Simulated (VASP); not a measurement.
A convergence study with VASP on MoS$_{2}$ (space group R3m): one setting is varied, all else stays as given below, so the limit is that of these other settings.

```xyz
3
Lattice="1.5921 0.9192 6.4821 -1.5921 0.9192 6.4821 0.0000 -1.8385 6.4821" Properties=species:S:1:pos:R:3 pbc="T T T"
Mo     0.0000     0.0000    19.4420
S      0.0000     0.0000     8.0301
S      0.0000     0.0000     4.9258
```

Computed with PBE GGA, VASP's PBE PAW potentials (set 64) (plane waves; VASP). The tightest run used: 550 eV cut-off, 13×13×13 Monkhorst-Pack mesh, Gaussian smearing of 0.050 eV, potentials Mo_sv S.

```tsv
setting	E (eV/atom)	pressure (GPa)	largest force (eV/Å)	irreducible k-points
1×1×1 mesh	-4.5816	14.86	3.532	1
2×2×2 mesh	-7.0012	3.43	0.603	2
3×3×3 mesh	-7.2867	1.01	0.034	6
4×4×4 mesh	-7.2984	0.87	0.119	10
```

### Question
These are the cheaper rows. Estimate the results at 13×13×13 mesh, and how far the last row shown lies from them.

### Answer

```csv
quantity,tightest run,last row shown is off by
E (eV/atom),-7.2801,-0.0183
pressure (GPa),1.23,-0.36
largest force (eV/Å),0.146,-0.027
```

Left out are rungs that failed or repeat a setting and relaxations that didn't move; long series are thinned to 24 rows.

The structure comes from a computed database's MoS2 entry (R3m); how it stands against other phases isn't given here. The cell was not relaxed at this level, forces remain on its atoms.
